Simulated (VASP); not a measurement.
Consider the following.

```
CELL_PARAMETERS angstrom
      2.83000     0.00000     0.00000
      0.00000     2.83000     0.00000
      0.00000     0.00000     4.07000
ATOMIC_POSITIONS crystal
  Ti 0.00000 0.00000 0.00000
  Al 0.50000 0.50000 0.50000
```

The numbers are results of revTPSS meta-GGA, VASP's PBE PAW potentials (set 64) (plane waves; VASP), not measurements. Numerical set-up: 520 eV cut-off, 12×12×8 Γ-centred mesh, first-order Methfessel-Paxton smearing of 0.10 eV, potentials Ti_sv Al.

Energy and stress use the plane-wave basis of the starting cell.

Q: The ions, cell shape and volume are relaxed. What does this cell relax into?

A: 
```
CELL_PARAMETERS angstrom
      2.80831     0.00000     0.00000
      0.00000     2.80831     0.00000
      0.00000     0.00000     4.02846
ATOMIC_POSITIONS crystal
  Ti 0.00000 0.00000 0.00000
  Al 0.50000 0.50000 0.50000
```
Space group P4/mmm (123), at a tolerance of 0.03 Å.

Q: How do energy and volume change from the first to the last step?

A: The energy (σ→0) changes by -4.2 meV/atom and the volume by -2.5 %, in 8 ionic steps.

The compound is TiAl in the L1_0 structure. This run relaxes it. Symmetry was kept, so distortions that lower it aren't found. The electron count is odd and the run is not spin-polarised, which forces a metal.
